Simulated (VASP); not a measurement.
Output of a VASP run:

OSZICAR:
```
       N       E                     dE             d eps       ncg     rms          rms(c)
DAV:   1     0.105820828115E+03    0.10582E+03   -0.77685E+03   848   0.115E+03
DAV:   2    -0.561018994968E+01   -0.11143E+03   -0.10227E+03  1116   0.311E+02
DAV:   3    -0.946847853221E+01   -0.38583E+01   -0.38428E+01  1092   0.559E+01
DAV:   4    -0.957248435787E+01   -0.10401E+00   -0.10395E+00  1252   0.763E+00
DAV:   5    -0.957337676057E+01   -0.89240E-03   -0.89237E-03  1092   0.767E-01    0.621E+00
RMM:   6    -0.831575500023E+01    0.12576E+01   -0.38461E+00   840   0.126E+01    0.338E+00
RMM:   7    -0.830185309016E+01    0.13902E-01   -0.25677E-01   875   0.291E+00    0.211E+00
RMM:   8    -0.830016543832E+01    0.16877E-02   -0.83223E-02   858   0.284E+00    0.331E-01
RMM:   9    -0.830363797669E+01   -0.34725E-02   -0.24082E-02   989   0.935E-01    0.143E-01
RMM:  10    -0.830455685163E+01   -0.91887E-03   -0.60318E-03  1011   0.536E-01    0.970E-02
RMM:  11    -0.830458962958E+01   -0.32778E-04   -0.23526E-03  1033   0.302E-01    0.329E-02
RMM:  12    -0.830472589283E+01   -0.13626E-03   -0.11628E-03  1005   0.160E-01    0.153E-02
RMM:  13    -0.830479006459E+01   -0.64172E-04   -0.55839E-04   949   0.962E-02    0.175E-02
RMM:  14    -0.830481450275E+01   -0.24438E-04   -0.20465E-04   821   0.656E-02    0.735E-03
RMM:  15    -0.830482702467E+01   -0.12522E-04   -0.11580E-04   815   0.534E-02    0.100E-02
RMM:  16    -0.830483227783E+01   -0.52532E-05   -0.62560E-05   713   0.380E-02
   1 F= -.83048323E+01 E0= -.83048323E+01  d E =-.830483E+01
```

**OUTCAR**
```
------------------------ aborting loop because EDIFF is reached ----------------------------------------
  FORCE on cell =-STRESS in cart. coord.  units (eV):
  Direction    XX          YY          ZZ          XY          YZ          ZX
  --------------------------------------------------------------------------------------
  Total       -0.2680912     -0.2680912     -0.2680912      0.0000000      0.0000000      0.0000000
  in kB      -10.7863326    -10.7863326    -10.7863326      0.0000000      0.0000000      0.0000000
  external PRESSURE =     -10.7863326 kB  Pullay stress =       0.0000000 kB
  volume of cell :       39.82
      direct lattice vectors                 reciprocal lattice vectors
     0.000000000  2.710377460  2.710377460    -0.184476150  0.184476150  0.184476150
     2.710377460  0.000000000  2.710377460     0.184476150 -0.184476150  0.184476150
     2.710377460  2.710377460  0.000000000     0.184476150  0.184476150 -0.184476150
  FREE ENERGIE OF THE ION-ELECTRON SYSTEM (eV)
  ---------------------------------------------------
  free  energy   TOTEN  =        -8.3048322778 eV

  energy  without entropy=       -8.3048322778  energy(sigma->0) =       -8.30483228

 reached required accuracy - stopping structural energy minimisation
```
(Selected blocks of OUTCAR.)

File POSCAR:
```
KF
1
   -0.0000000000     2.7103774595     2.7103774595
    2.7103774595    -0.0000000000     2.7103774595
    2.7103774595     2.7103774595    -0.0000000000
K F
1 1
Direct
  0.0000000000   0.0000000000   0.0000000000
  0.5000000000   0.5000000000   0.5000000000
```

### Question
Write an INCAR and KPOINTS that could have produced this output.

### Answer
One answer among several that fit: the input of the run itself, PBE GGA, plane waves, VASP's PBE PAW potentials (set 64).

### INCAR
```
ALGO  =  Fast
EDIFF  =  1E-5
EDIFFG  =  -0.03
ENCUT  =  450
GGA  =  PE
IBRION  =  2
ISIF  =  2
ISMEAR  =  0
LASPH  =  T
LCHARG  =  F
LREAL  =  F
LWAVE  =  F
NELM  =  100
NELMIN  =  4
NSW  =  20
PREC  =  Normal
SIGMA  =  0.05
SYSTEM  =  KF
```

### KPOINTS
```
Automatic mesh
0
Gamma
9 9 9
0 0 0
```

POTCAR, in this order: K_sv F (PBE.64 set). Program: vasp_std.

At this cut-off the stress carries a Pulay error, which pulls relaxed volumes low.

The compound is KF in the rock salt structure. It was relaxed first.
